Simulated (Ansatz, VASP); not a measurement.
# Cross-check of ScVB2 between VASP and Ansatz

One calculation is typed for both programs; each brings its own data sets. How far apart do they land? The two relaxations start from unlike cells of this crystal (the structure described is Ansatz's start), so only their ends are compared.

Calculated with Ansatz 0.2.0; plane waves, with VASP 6.6.1 beside it; relaxation of cell and atoms at PBEsol.

## Step 1: The structure

The structure is trigonal, space group R-3m (No. 166). Conventional cell: a = 3.006 Å, b = 3.006 Å, c = 14.623 Å, α = 90.00°, β = 90.00°, γ = 120.00°. V has 6 B at 2.16 Å nearest. Nearest to Sc lie 6 B at 2.08 Å. Nearest to B lie 3 Sc at 2.08 Å and 3 V at 2.16 Å. Farther neighbours are not listed.

Structure file:

```
V Sc B
1.0
     1.50300    0.86776    4.87433
    -1.50300    0.86776    4.87433
     0.00000   -1.73551    4.87433
V Sc B
1 1 2
Direct
  0.00000 0.00000 0.00000
  0.50000 0.50000 0.50000
  0.24510 0.24510 0.24510
  0.75490 0.75490 0.75490
```

## Step 2: VASP: relaxation of cell and atoms, PBEsol

The relaxed volume is the usual yardstick between codes: in a stiff, nearly cubic crystal its relative difference is about their pressure difference at one cell divided by the bulk modulus.

Lines of VASP's logs that name or quote its potential files are left out, and so is its time.

Contents of INCAR:

```
SYSTEM = ScVB2
PREC = Accurate
ENCUT = 500
EDIFF = 1E-07
NELM = 200
ISMEAR = -1
SIGMA = 0.05
LREAL = .FALSE.
ALGO = Normal
GGA = PS
NBANDS = 23
ISPIN = 2
MAGMOM = 0 -0 -0 -0
LASPH = .TRUE.
LMAXMIX = 4
LORBIT = 11
LWAVE = .FALSE.
LCHARG = .FALSE.
ISIF = 3
IBRION = 2
NSW = 80
EDIFFG = -0.005
GGA_COMPAT = .FALSE.
NELMIN = 4
KPAR = 2
```

Contents of POSCAR:

```
ScVB2
1.0
    1.6064482272      0.9274827933      5.2379188678
   -1.6064482272      0.9274827933      5.2379188678
    0.0000000000     -1.8549667232      5.2379188800
V Sc B
1 1 2
Direct
    0.0000000000      0.0000000000      0.0000000000
    0.5000001302      0.5000001302      0.4999998421
    0.2655987801      0.2655987801      0.2655986393
    0.7344014803      0.7344014803      0.7344010450
```

Contents of KPOINTS:

```
Automatic mesh
0
Gamma
10 10 10
0 0 0
```

The projector-augmented-wave data sets are V_sv, Sc_sv and B (PBE family, release 64).

Run with:

```
$ mpirun -np 2 vasp_std
```

Numbers of over 12 decimals in the logs are rounded to 6 here.

Log:

```text
[banner, memory and clock lines left out]
running    2 mpi-ranks, on    1 nodes
 distrk:  each k-point on    1 cores,    2 groups
 distr:  one band on    1 cores,    1 groups

 POSCAR found type information on POSCAR V ScB
 POSCAR found :  3 types and       4 ions
|                                                                             |
|               ----> ADVICE to this user running VASP <----                  |
|                                                                             |
|     You enforced a specific xc type in the INCAR file but a different       |
|     [... a line on the potential file left out ...]
|     I HOPE YOU KNOW WHAT YOU ARE DOING!                                     |
|                                                                             |

 LDA part: xc-table for (Slater+PW92), standard interpolation
 POSCAR, INCAR and KPOINTS ok, starting setup
 FFT: planning ... GRIDC
 FFT: planning ... GRID_SOFT
 FFT: planning ... GRID
 WAVECAR not read
 entering main loop
       N       E                     dE             d eps       ncg     rms          rms(c)
DAV:   1     0.308616017583E+03    0.30862E+03   -0.14408E+04 10808   0.138E+03
DAV:   2    -0.197695105632E+02   -0.32839E+03   -0.31888E+03 10707   0.462E+02
DAV:   3    -0.374101610339E+02   -0.17641E+02   -0.16689E+02 16225   0.110E+02
DAV:   4    -0.379010762981E+02   -0.49092E+00   -0.48850E+00 14455   0.191E+01
DAV:   5    -0.379098226735E+02   -0.87464E-02   -0.87440E-02 14511   0.247E+00    0.318E+01
DAV:   6    -0.349916045196E+02    0.29182E+01   -0.49355E+01 11659   0.578E+01    0.222E+01
DAV:   7    -0.328893408995E+02    0.21023E+01   -0.66407E+01 15684   0.573E+01    0.126E+01
DAV:   8    -0.314304417760E+02    0.14589E+01   -0.42819E+00 16469   0.174E+01    0.819E+00
DAV:   9    -0.309478603640E+02    0.48258E+00   -0.16904E+00 14243   0.103E+01    0.131E+00
DAV:  10    -0.309503939192E+02   -0.25336E-02   -0.10981E-01 15186   0.294E+00    0.109E+00
DAV:  11    -0.309465604182E+02    0.38335E-02   -0.20797E-02 13442   0.134E+00    0.187E-01
DAV:  12    -0.309463440532E+02    0.21637E-03   -0.22229E-03 14621   0.463E-01    0.125E-01
DAV:  13    -0.309463172693E+02    0.26784E-04   -0.11650E-04 15715   0.102E-01    0.353E-02
DAV:  14    -0.309463175243E+02   -0.25497E-06   -0.18387E-05 15787   0.349E-02    0.144E-02
DAV:  15    -0.309463161093E+02    0.14150E-05   -0.21049E-05 13682   0.368E-02    0.155E-02
DAV:  16    -0.309463151055E+02    0.10038E-05   -0.25398E-06 14225   0.151E-02    0.320E-03
DAV:  17    -0.309463150720E+02    0.33535E-07   -0.24568E-07 10253   0.354E-03
   1 F= -.30946315E+02 E0= -.30937382E+02  d E =-.309463E+02  mag=     0.0000
[...]
2 F= -.30946354E+02 E0= -.30937394E+02  d E =-.387630E-04  mag=    -0.0000
[...]
3 F= -.30946382E+02 E0= -.30937433E+02  d E =-.671857E-04  mag=    -0.0000
[...]
4 F= -.30946382E+02 E0= -.30937433E+02  d E =-.671759E-04  mag=     0.0000
[...]
5 F= -.30946365E+02 E0= -.30937424E+02  d E =-.504277E-04  mag=    -0.0000
[...]
6 F= -.30946382E+02 E0= -.30937433E+02  d E =-.671344E-04  mag=    -0.0000
 curvature:  -0.00 expect dE=-0.271E-08 dE for cont linesearch -0.105E-09
 ZBRENT: accuracy reached
 trial: gam=-0.00839 g(F)=  0.272E-05 g(S)=  0.105E-05 ort = 0.551E-05 (trialstep = 0.918E+00)
 search vector abs. value=  0.369E-05
 bond charge predicted
       N       E                     dE             d eps       ncg     rms          rms(c)
DAV:   1    -0.309463871083E+02   -0.48190E-05   -0.18526E-04 10672   0.159E-01    0.117E-02
DAV:   2    -0.309463880279E+02   -0.91960E-06   -0.24165E-05 17556   0.514E-02    0.197E-02
DAV:   3    -0.309463848361E+02    0.31918E-05   -0.93860E-06 15757   0.284E-02    0.504E-03
DAV:   4    -0.309463845181E+02    0.31802E-06   -0.62054E-07 12239   0.799E-03    0.121E-03
DAV:   5    -0.309463845062E+02    0.11878E-07   -0.54788E-08  5896   0.289E-03
   7 F= -.30946385E+02 E0= -.30937434E+02  d E =-.229984E-05  mag=     0.0000
 trial-energy change:   -0.000002  1 .order   -0.000002   -0.000003   -0.000001
 step:   1.4205(harm=  1.4205)  dis= 0.00036  next Energy=   -30.946385 (dE=-0.264E-05)
 reached required accuracy - stopping structural energy minimisation
```

From OUTCAR (step 2):

```text
ion  position               nearest neighbor table
   1  0.000  0.000  0.000-   4 2.14   3 2.14   3 2.14   3 2.14   4 2.14   4 2.14
   2  0.500  0.500  0.500-   4 2.42   4 2.42   3 2.42   3 2.42   4 2.42   3 2.42
   3  0.266  0.266  0.266-   1 2.14   1 2.14   1 2.14   2 2.42   2 2.42   2 2.42
   4  0.734  0.734  0.734-   1 2.14   1 2.14   1 2.14   2 2.42   2 2.42   2 2.42

  LATTYP: Found a trigonal (rhomboedric) cell.
 ALAT       =     5.5566801513
 COS(alpha) =     0.8328398836

 Subroutine GETGRP returns: Found 12 space group operations
 (whereof 12 operations were pure point group operations)

The static configuration has the point symmetry D_3d.

 Found    116 irreducible k-points:

   k-points           NKPTS =    116   k-points in BZ     NKDIM =    116   number of bands    NBANDS=     23

   dimension x,y,z NGX =    42 NGY =   42 NGZ =   42
   dimension x,y,z NGXF=    84 NGYF=   84 NGZF=   84

   ENCUT  =  500.0 eV  36.75 Ry    6.06 a.u.  10.13 10.13 10.13*2*pi/ulx,y,z

   NELECT =      30.0000    total number of electrons

 k-points in reciprocal lattice and weights: Automatic mesh
   0.00000000  0.00000000  0.00000000       0.001
   0.10000000 -0.00000000  0.00000000       0.006
   0.20000000 -0.00000000  0.00000000       0.006
   0.30000000 -0.00000000  0.00000000       0.006
   0.40000000  0.00000000 -0.00000000       0.006
   0.50000000  0.00000000 -0.00000000       0.003
   0.10000000  0.10000000  0.00000000       0.006
   0.20000000  0.10000000 -0.00000000       0.012
   0.30000000  0.10000000 -0.00000000       0.012
[...]
-0.40000000  0.50000000  0.40000000       0.006
   0.50000000  0.50000000  0.50000000       0.001

 average (electrostatic) potential at core
       1 -73.5949       2 -43.0878       3 -25.5574       4 -25.5573

 E-fermi :   6.1463

 spin component 1
 k-point     1 :       0.0000    0.0000    0.0000
  band No.  band energies     occupation
    ...
      9      -3.3785      1.00000
     10       1.3138      1.00000
     11       1.7109      1.00000
     12       4.1950      1.00000
     13       4.1950      1.00000
     14       6.8999      0.00000
     15       6.8999      0.00000
     16       7.3623      0.00000
     17       8.7720      0.00000
     18       8.7720      0.00000
    ...

 k-point     2 :       0.1000   -0.0000    0.0000
  band No.  band energies     occupation
    ...
      9      -3.1765      1.00000
     10       1.1931      1.00000
     11       1.9806      1.00000
     12       4.1130      1.00000
     13       4.3020      1.00000
     14       6.6391      0.00005
     15       6.7583      0.00000
     16       7.3776      0.00000
     17       8.0422      0.00000
     18       8.8291      0.00000
    ...

 k-point     3 :       0.2000   -0.0000    0.0000
  band No.  band energies     occupation
    ...
     10       1.0420      1.00000
     11       2.5433      1.00000
     12       3.8927      1.00000
     13       4.5847      1.00000
     14       5.7969      0.99908
     15       6.4516      0.00222
     16       6.8871      0.00000
     17       7.6759      0.00000
     18       8.8195      0.00000
     19       9.5221      0.00000
    ...

 k-point     4 :       0.3000   -0.0000    0.0000
  band No.  band energies     occupation
    ...
     11       3.0454      1.00000
     12       3.8012      1.00000
     13       4.6843      1.00000
     14       4.9075      1.00000
     15       6.0958      0.73309
     16       6.2330      0.14996
     17       7.8665      0.00000
     18       8.4983      0.00000
     19       9.2594      0.00000
     20      10.0562      0.00000
    ...

 k-point     5 :       0.4000    0.0000   -0.0000
  band No.  band energies     occupation
    ...
     11       2.9636      1.00000
     12       3.8237      1.00000
     13       4.2771      1.00000
     14       5.0657      1.00000
     15       5.3813      1.00000
     16       6.2859      0.05771
     17       8.0294      0.00000
     18       8.1443      0.00000
     19       8.9762      0.00000
     20       9.4445      0.00000
    ...

 k-point     6 :       0.5000    0.0000   -0.0000
  band No.  band energies     occupation
    ...
     11       2.7977      1.00000
     12       3.5824      1.00000
     13       4.6169      1.00000
     14       4.9680      1.00000
     15       5.0833      1.00000
     16       6.3936      0.00705
     17       7.9828      0.00000
     18       8.0743      0.00000
     19       8.9067      0.00000
     20       9.1254      0.00000
    ...

  Total       -0.0006606     -0.0006606      0.0037657      0.0000000     -0.0000000      0.0000000
  in kB       -0.0225682     -0.0225682      0.1286390      0.0000000     -0.0000000      0.0000000
  external PRESSURE =       0.0278342 kB  Pullay stress =       0.0000000 kB

  energy-cutoff  :      500.00
  volume of cell :       46.90
      direct lattice vectors                 reciprocal lattice vectors
     1.607186193  0.927908858  5.241556021     0.311102722  0.179615269  0.063594360
    -1.607186193  0.927908858  5.241556021    -0.311102722  0.179615269  0.063594360
    -0.000000000 -1.855818853  5.241556033     0.000000000 -0.359230537  0.063594321

 POSITION                                       TOTAL-FORCE (eV/Angst)
 -----------------------------------------------------------------------------------
     -0.00000     -0.00000     15.72467        -0.000000      0.000000      0.000000
     -0.00000     -0.00000      7.86233        -0.000000      0.000000     -0.000000
     -0.00000     -0.00000      4.17679         0.000000     -0.000000      0.001793
     -0.00000     -0.00000     11.54788         0.000000      0.000000     -0.001793
 -----------------------------------------------------------------------------------
    total drift:                                0.000000     -0.000583     -0.000556

  FREE ENERGIE OF THE ION-ELECTRON SYSTEM (eV)
  ---------------------------------------------------
  free  energy   TOTEN  =       -30.9463845062 eV

  energy  without entropy=      -30.9284836916  energy(sigma->0) =      -30.93743410

 reached required accuracy - stopping structural energy minimisation

 total charge
# of ion       s       p       d       tot
------------------------------------------
    1        2.295   6.269   3.192  11.756
    2        2.221   6.231   1.187   9.638
    3        0.776   1.033   0.000   1.809
    4        0.776   1.033   0.000   1.809
--------------------------------------------------
tot          6.068  14.565   4.379  25.011

 magnetization (x)
# of ion       s       p       d       tot
------------------------------------------
    1        0.000   0.000   0.000   0.000
    2       -0.000  -0.000  -0.000  -0.000
    3       -0.000  -0.000   0.000  -0.000
    4       -0.000  -0.000   0.000  -0.000
--------------------------------------------------
tot         -0.000  -0.000   0.000   0.000

[... 1 further part left out ...]
```

CONTCAR:

```
ScVB2
   1.00000000000000
     1.6071861933529754    0.9279088576106226    5.2415560210451009
    -1.6071861933529754    0.9279088576106226    5.2415560210451009
    -0.0000000000000000   -1.8558188531642696    5.2415560333989433
  V               Sc              B
     1     1     2
Direct
     1.0000000000000000    1.0000000000000000    1.0000000000000000
     0.5000001302000001    0.5000001302000001    0.4999998421000029
     0.2656201473774991    0.2656201473774991    0.2656200065775046
     0.7343801130225012    0.7343801130225012    0.7343796777224960
```

This run allows spin, but its moments start at zero, where symmetry between the spins tends to hold them, although V can carry a moment. The run keeps the 12 symmetry operations of its start, so it cannot find a distortion of lower symmetry.

(Continued in part 2 of 2.)

[Lines on the potential files, build, host, timing and source positions are cut from VASP's logs without a mark.]

[Logs are printed without paths, hosts, clocks, repeated set-up lines and the standing remarks that a program may print on its own settings, such as how far it seeks lower states.]

[Hosts, paths, dates, database ids (printed as entryN), source tags and the programs' standing remarks are cut or masked in the printed files.]
